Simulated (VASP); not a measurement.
Given:

CSi has the cubic space group F-43m (No. 216), the zinc blende structure, Pearson symbol cF8. Lattice parameters: a = b = c = 4.379 Å, α = β = γ = 90.00°. Si on 4a has 4 C at 1.896 Å (tetrahedral). C on 4d is surrounded by 4 Si at 1.896 Å (tetrahedral). (Neighbours: up to the widest gap in distance over summed covalent radii, below 1.35, at either atom.)
(The calculation used a cell of 2 atoms; values per cell refer to that cell.)

The numbers are results of PBE GGA, VASP's PBE PAW potentials (set 64) (plane waves; VASP), not measurements. Numerical set-up: 600 eV cut-off, 10×10×10 Γ-centred mesh, Gaussian smearing of 0.050 eV, potentials Si C.

Each relaxation starts from this cell; other phases were not tried.

The cell is relaxed at 5 GPa. What happens?

The volume per atom goes from 10.50 to 10.26 Å³ (-2.3 %), and the cell becomes a = 4.3458 Å, b = 4.3458 Å, c = 4.3458 Å, α = 90.00°, β = 90.00°, γ = 90.00°, space group F-43m. The gap on the mesh goes from 1.37 to 1.35 eV.

The cell is relaxed at 20 GPa. What happens?

The volume per atom goes from 10.50 to 9.68 Å³ (-7.8 %), and the cell becomes a = 4.263 Å, b = 4.263 Å, c = 4.263 Å, α = 90.00°, β = 90.00°, γ = 90.00°, space group F-43m. The gap on the mesh goes from 1.37 to 1.29 eV.

Failed runs are left out, and for metals the shear rows, which the mesh's noise covers.

The compound is SiC in the zinc blende structure.
